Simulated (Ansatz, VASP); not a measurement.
**Cross-check of GaSb between VASP and Ansatz**

One calculation is typed for both programs; each brings its own data sets. How far apart do they land? The cell is taken from a series of runs on this material, whose earlier steps may have relaxed, scaled, displaced or heated it; both programs get it as it stands.

Calculated with Ansatz 0.2.0; plane waves, with VASP 6.6.1 beside it; single point at HSE06.

## (1) Starting point

The structure is cubic, space group F-43m (No. 216). Conventional cell: a = 6.071 Å, b = 6.071 Å, c = 6.071 Å, α = 90.00°, β = 90.00°, γ = 90.00°. Sb has 4 Ga at 2.63 Å nearest. Nearest to Ga lie 4 Sb at 2.63 Å. Farther neighbours are not listed.

As a file:

```cif
data_structure
_symmetry_space_group_name_H-M 'P 1'
_symmetry_Int_Tables_number 1
_cell_length_a 4.2929
_cell_length_b 4.2929
_cell_length_c 4.2929
_cell_angle_alpha 60.000
_cell_angle_beta 60.000
_cell_angle_gamma 60.000
_cell_volume 55.94
loop_
_atom_site_label
_atom_site_type_symbol
_atom_site_fract_x
_atom_site_fract_y
_atom_site_fract_z
_atom_site_occupancy
Sb1 Sb 0.75000 0.75000 0.75000 1
Ga2 Ga 0.00000 0.00000 0.00000 1
```

## (2) Ansatz: single point, HSE06

Ansatz runs on its PAW soft_1 files.

With cell and atoms fixed, the geometry can't cause a difference; cores, projectors, grids and the points listed under the comparison can.

input.yaml

```yaml
crystal:
  lattice:
    - [0.0, 3.0355358108, 3.0355358108]
    - [3.0355358108, 0.0, 3.0355358108]
    - [3.0355358108, 3.0355358108, 0.0]
  atoms:
    - { symbol: Sb, position: [0.75, 0.75, 0.75] }
    - { symbol: Ga, position: [0.0, 0.0, 0.0] }
kpoints:
  mp_grid: { grid: [5, 5, 5] }
scf:
  occupations: { method: fermi_dirac, width: 0.02 }
hamiltonian:
  xc: hse06
  pseudopotentials: { kind: paw, azcp: { folder: soft_1 } }
basis:
  ecutwfc: 600
output:
  forces: true
  stress: true
```

On the command line:

```
$ ansatz run input.yaml --threads 8 --pin off --max-ram 18432MiB --backend cpu --events-out ev --progress --plain --runs-dir out
```

Numbers of over 12 decimals in the logs are rounded to 6 here.

The program printed:

```text
Warning: output.stress: scf.convergence.dr2_threshold = 1e-7 eV (the SCF's general default) is looser than the 2e-10 eV advised for a printed stress (1e-10 eV for each atom of the cell: 2). What an SCF threshold leaves in a stress goes as its square root, and in the free energy as the threshold itself, and one threshold admits the most on a small cell: [figures from the program's tests cut] Set scf.convergence.dr2_threshold to 2e-10 eV or tighter. The threshold is an SCF's pass mark: one that does not reach it within its budget of iterations ends unconverged, or closes short of it on a stop that the run arms, and scf.convergence.dr2_threshold's page says what that costs each kind of run
Warning: output.stress: scf.exx.energy_threshold = 1e-6 eV is looser than the 2e-8 eV advised for a stress under a hybrid functional (1e-8 eV for each atom of the cell: 2). Every SCF of the exchange loop can meet its threshold on dr2 while the loop round them stops early: no threshold on dr2 bounds what that leaves in the stress. Set scf.exx.energy_threshold to 2e-8 eV or tighter. The threshold is the loop's pass mark: a loop that does not reach it within its budget of cycles ends unconverged, and scf.exx.energy_threshold's page has the law
Engine: ansatz 0.2.0, aarch64-unknown-linux-gnu
Pseudopotentials: kind: paw
Pseudopotential: Sb, paw, valence charge 15, recommended cutoff 420 eV (normal), soft_1/Sb.paw.azcp
Pseudopotential: Ga, paw, valence charge 13, recommended cutoff 420 eV (normal), soft_1/Ga.paw.azcp
Functional definition: HSE06
  parameter a = 0.25
  parameter omega = 0.11/bohr
  exchange = pbe_x - a*pbe_x_sr(omega) + a*exact_x_sr(omega)
  correlation = pbe_c
Crystal: 2 atoms, lattice volume = 55.942 Å³
Basis set: ecut = 600 eV, 1893 PW (Γ), exchange–correlation on 72×72×72 points (8 copies of the dense FFT grid, shifted against one another)
Bands: 18, of which v1, the nominal top of the filled ones, is band 14 counted from 1 (13 counted from 0)
Symmetry: 24 space group operations
Space group: F-43m (ITA 216), of the structure as read, at distance tolerance 3.8e-5 Å
k-points: 10 of 125 (time reversal used)
Non-local potential: Sb, projectors of the file, l = 0: 2, l = 1: 2, l = 2: 2, l = 3: 1
Non-local potential: Ga, projectors of the file, l = 0: 2, l = 1: 2, l = 2: 3, l = 3: 1
PAW form: soft (Blöchl's): semilocal exchange-correlation on the pseudo side does not see the compensation charge
PAW frozen core: Sb, regenerated for the run's functional, and the local potential with it (the file was generated under x = pbe(κ = 0.804, μ = 0.219515), c = pbe(β = 0.066725))
PAW frozen core: Ga, regenerated for the run's functional, and the local potential with it (the file was generated under x = pbe(κ = 0.804, μ = 0.219515), c = pbe(β = 0.066725))
PAW one-centre angular grid: Sb, 590 points (default); XC on 64 Gauss nodes
PAW one-centre angular grid: Ga, 590 points (default); XC on 64 Gauss nodes
Initial density: superposition of atomic densities (chi_scale 0.1, normalization cell, long waves kept (reshape's long-wave potential 0.00 eV rms))
Initial wavefunctions: pseudopotential atomic-orbital guess
Functional: x = pbe(κ = 0.804, μ = 0.219515), c = pbe(β = 0.066725), warm-up for x = pbe(κ = 0.804, μ = 0.219515) + 0.25 (exact − pbe) at short range (hse, ω = 0.207870 Å⁻¹), c = pbe(β = 0.066725); HSE06 as pw.x's `hse` composes it (authors' and Libxc's form: `xc: wpbeh`)
SCF iter   1: F=—  HF=-10267.819227 eV  |F-HF|=—  |Δ(HF+E_count)|=         —  Δρ=3.32e-2  dr2=4.17e-1  ethr=1.00e-1  ⟨swp⟩=5.6  Hψ=501  notcnv=0
preconditioner: auto → none  [insulator: Δε(μ)=0.085 eV  Ē_g=14.900 eV  σ=0.020 eV  W_gap=0.76  n_scr=14 (ndim 8)  ℏωp=21.1 eV  f_vac=0.005  D(μ)=0.25/eV (n_scr^D=0)]
SCF iter   2: F=—  HF=-10267.816282 eV  |F-HF|=—  |Δ(HF+E_count)|=   2.95e-3  Δρ=1.64e-2  dr2=8.95e-2  ethr=1.49e-3  ⟨swp⟩=5.0  Hψ=494  notcnv=0
SCF iter   3: F=—  HF=-10267.822330 eV  |F-HF|=—  |Δ(HF+E_count)|=   6.05e-3  Δρ=4.35e-3  dr2=1.45e-2  ethr=3.20e-4  ⟨swp⟩=3.6  Hψ=447  notcnv=0  defer=1
iter 4 solved again at ethr=1.29e-6 eV; its pass at ethr=5.18e-5 eV (dr2=3.60e-4 eV) is discarded
SCF iter   4: F=—  HF=-10267.815764 eV  |F-HF|=—  |Δ(HF+E_count)|=   6.57e-3  Δρ=1.00e-3  dr2=3.58e-4  ethr=1.29e-6  ⟨swp⟩=2.9  Hψ=916  notcnv=0
SCF iter   5: F=—  HF=-10267.815687 eV  |F-HF|=—  |Δ(HF+E_count)|=   7.63e-5  Δρ=4.27e-4  dr2=3.77e-5  ethr=1.28e-6  ⟨swp⟩=3.1  Hψ=360  notcnv=0
SCF iter   6: F=-10267.815706 eV  HF=-10267.815706 eV  |F-HF|=5.79e-7  |Δ(HF+E_count)|=   1.91e-5  Δρ=5.68e-5  dr2=1.54e-6  ethr=1.35e-7  ⟨swp⟩=3.8  Hψ=475  notcnv=0
SCF 1 stopped early in 6 iterations: F = -10267.815706 eV  dr2 = 1.54e-6
  greatest PAW one-centre occupation: 0.995 electrons in one spin orbital (limit 2), on the Sb atom at site 0 (counted from 0), in its partial waves of l = 2
Initial density: handed on by an earlier stage of this run
Initial wavefunctions: those handed on with the density
Functional: x = pbe(κ = 0.804, μ = 0.219515) + 0.25 (exact − pbe) at short range (hse, ω = 0.207870 Å⁻¹), c = pbe(β = 0.066725); HSE06 as pw.x's `hse` composes it (authors' and Libxc's form: `xc: wpbeh`)
Exchange kernel: α = 0.2500, screened, ω = 0.2079 Å⁻¹, Wigner–Seitz truncation, v(0) = 1045.6235 eV·Å³, q-mesh 5×5×5, nearest image of the exchange supercell L = 21.46 Å, pair-density grid 18×18×18, without the augmentation charges, whose exchange is taken in its separable form by FFT convolution over the k-point mesh (sized by the pseudopotential files, 30×30×30 at the most), smooth part of the exact exchange by density-matrix convolution
Frozen-core exchange: fock
SCF iter   1: F=—  HF=-10272.699830 eV  |F-HF|=—  |Δ(HF+E_count)|=         —  Δρ=1.26e-2  dr2=3.50e-2  ethr=5.50e-8  ⟨swp⟩=11.0  Hψ=1123  notcnv=0
preconditioner: auto → none  [insulator: Δε(μ)=0.935 eV  Ē_g=17.317 eV  σ=0.020 eV  W_gap=1.00  n_scr=14 (ndim 8)  ℏωp=21.1 eV  f_vac=0.083  D(μ)=0.00/eV (n_scr^D=0)]
SCF iter   2: F=—  HF=-10272.686367 eV  |F-HF|=—  |Δ(HF+E_count)|=   1.35e-2  Δρ=1.72e-3  dr2=2.78e-3  ethr=5.50e-8  ⟨swp⟩=5.0  Hψ=772  notcnv=0
SCF iter   3: F=—  HF=-10272.694321 eV  |F-HF|=—  |Δ(HF+E_count)|=   7.95e-3  Δρ=2.34e-3  dr2=1.37e-3  ethr=5.50e-8  ⟨swp⟩=5.0  Hψ=773  notcnv=0
SCF iter   4: F=—  HF=-10272.694208 eV  |F-HF|=—  |Δ(HF+E_count)|=   1.13e-4  Δρ=6.24e-4  dr2=1.28e-4  ethr=5.50e-8  ⟨swp⟩=4.0  Hψ=551  notcnv=0
SCF iter   5: F=—  HF=-10272.694458 eV  |F-HF|=—  |Δ(HF+E_count)|=   2.50e-4  Δρ=2.29e-4  dr2=1.38e-5  ethr=5.50e-8  ⟨swp⟩=4.2  Hψ=527  notcnv=0  defer=1
SCF iter   6: F=-10272.694451 eV  HF=-10272.694451 eV  |F-HF|=9.61e-8  |Δ(HF+E_count)|=   7.05e-6  Δρ=1.99e-5  dr2=1.33e-6  ethr=4.50e-8  ⟨swp⟩=4.0  Hψ=422  notcnv=0
SCF 2 stopped early in 6 iterations: F = -10272.694451 eV  dr2 = 1.33e-6
hybrid outer 1: dexx = +9.672e-3 eV, tail = 3.72e-5 eV
Exchange kernel: α = 0.2500, screened, ω = 0.2079 Å⁻¹, Wigner–Seitz truncation, v(0) = 1045.6235 eV·Å³, q-mesh 5×5×5, nearest image of the exchange supercell L = 21.46 Å, pair-density grid 18×18×18, without the augmentation charges, whose exchange is taken in its separable form by FFT convolution over the k-point mesh (sized by the pseudopotential files, 30×30×30 at the most), smooth part of the exact exchange by density-matrix convolution
Frozen-core exchange: fock
SCF iter   1: F=—  HF=-10272.694167 eV  |F-HF|=—  |Δ(HF+E_count)|=         —  Δρ=4.07e-5  dr2=1.31e-6  ethr=6.64e-7  ⟨swp⟩=4.5  Hψ=436  notcnv=0
preconditioner: auto → none  [insulator: Δε(μ)=1.039 eV  Ē_g=17.134 eV  σ=0.020 eV  W_gap=1.00  n_scr=14 (ndim 8)  ℏωp=21.1 eV  f_vac=0.083  D(μ)=0.00/eV (n_scr^D=0)]
SCF iter   2: F=—  HF=-10272.694167 eV  |F-HF|=—  |Δ(HF+E_count)|=   3.56e-8  Δρ=9.71e-6  dr2=1.28e-7  ethr=3.76e-9  ⟨swp⟩=4.0  Hψ=534  notcnv=0
SCF iter   3: F=—  HF=-10272.694167 eV  |F-HF|=—  |Δ(HF+E_count)|=   8.78e-7  Δρ=8.54e-6  dr2=4.14e-8  ethr=9.72e-11  ⟨swp⟩=5.0  Hψ=656  notcnv=0
SCF iter   4: F=-10272.694167 eV  HF=-10272.694167 eV  |F-HF|=1.06e-10  |Δ(HF+E_count)|=   1.65e-8  Δρ=1.55e-6  dr2=2.75e-9  ethr=9.72e-11  ⟨swp⟩=3.0  Hψ=410  notcnv=0
SCF 3 converged in 4 iterations: F = -10272.694167 eV  dr2 = 2.75e-9
  Residual-converged pass: ⟨swp⟩=3.3  Hψ=445  notcnv=0  max |occ|·‖R‖ = 2.1e-6 eV (tolerance 2.4e-6 eV)  dr2=2.78e-9  dr2_onsite=1.26e-10  max |Δocc| = 4.4e-19
hybrid outer 2: dexx = +8.781e-7 eV, tail = 2.75e-8 eV, Δε = 2.66e-3 eV (about 8.69e-5 eV left of the loop's levels)
hybrid SCF converged: 2 outer / 10 inner (+6 warm-up), last move |dexx| = 8.78e-7 eV, tail = 2.75e-8 eV
Stability not checked: this state was not tested for a lower state beside it, because the functional holds exact exchange (a hybrid, or Hartree-Fock), whose exchange loop this test does not read (fock_operator; see scf.lower_state_search)
Free energy (F): -10272.694167 eV
Frozen-core exchange: fock
Harris-Foulkes:  -10272.694167 eV  (|F-HF|=1.06e-10)
Internal energy: -10272.694167 eV  (E = F + TS)
E sigma→0 (E₀):  -10272.694167 eV
Fermi energy:    8.319929 eV
--- Per-component energies (eV) ---
  E_band       = -312.681585
  E_kinetic    = 274.225954
  E_local      = -3350.796709  (includes V_loc(G=0)·N_el)
  E_nonlocal   = 297.923307
  E_hartree    = 1726.147330
  E_xc         = -130.138274
  E_vxc        = -117.024706  (∫ρ·V_xc dr)
  E_exx        = -88.771030  (= α·E_x^exact, valence–valence)
  E_paw        = -6488.225595  (= ΣΔE_a)
  E_vpaw       = -691.761887  (= ΣTr[D̂ρ^β])
  E_aug_tail   = 0.000003  (compensation charges beyond the density's cutoff)
  E_ewald      = -2513.196720
  E_core_change = 0.137568  (= ΣΔE_core)
  E_smearing   = -0.000000  (= −TS)
  E_closure    = -0.000001  (closes the sum)
  Σ components = -10272.694167   (vs F -10272.694167, Δ=1.82e-12)
--- Forces (eV/Å), atoms counted from 1 ---
  atom   1  Sb     0.00000000     0.00000000     0.00000000
  atom   2  Ga     0.00000000    -0.00000000     0.00000000
  max |Σ_I F_I| component: 2.06e-16 eV/Å
--- Stress (GPa, compression-positive) ---
        2.022796      -0.000000      -0.000000
        0.000000       2.022796       0.000000
       -0.000000       0.000000       2.022796
  P = ⅓ Tr σ = 2.0228 GPa (20.228 kbar)
--- Band table (eV; the first three rows and the last of 10) ---
  k-point 0: bands = [... 10 lower, -4.9866, 7.7893, 7.7893, 7.7893, 8.8287]
  k-point 1: bands = [... 10 lower, -4.5292, 4.3858, 7.2147, 7.2147, 9.4950]
  k-point 2: bands = [... 10 lower, -3.4162, 1.3048, 6.5913, 6.5913, 8.9653]
  k-point 9: bands = [... 10 lower, -2.4784, 0.8500, 4.0168, 4.9641, 11.6215]
  guard bands above this table: 3 of the run's 18 bands. The solve was not asked for them (output.publish_guard_bands: true or output.eigenvalues: true publishes all)
```

In the SCF lines HF is the Harris–Foulkes energy and dr2 the Hartree energy of the density residual, in eV; the loop may stop once dr2 is under the threshold and the program's other checks hold. Hψ counts applications of the Hamiltonian.

The run ends at a pressure of 2.02 GPa.

(Part 1 of 2 ends here.)

[Lines on the potential files, build, host, timing and source positions are cut from VASP's logs without a mark.]

[Logs are printed without paths, hosts, clocks, repeated set-up lines and the standing remarks that a program may print on its own settings, such as how far it seeks lower states.]

[Hosts, paths, dates, database ids (printed as entryN), source tags and the programs' standing remarks are cut or masked in the printed files.]
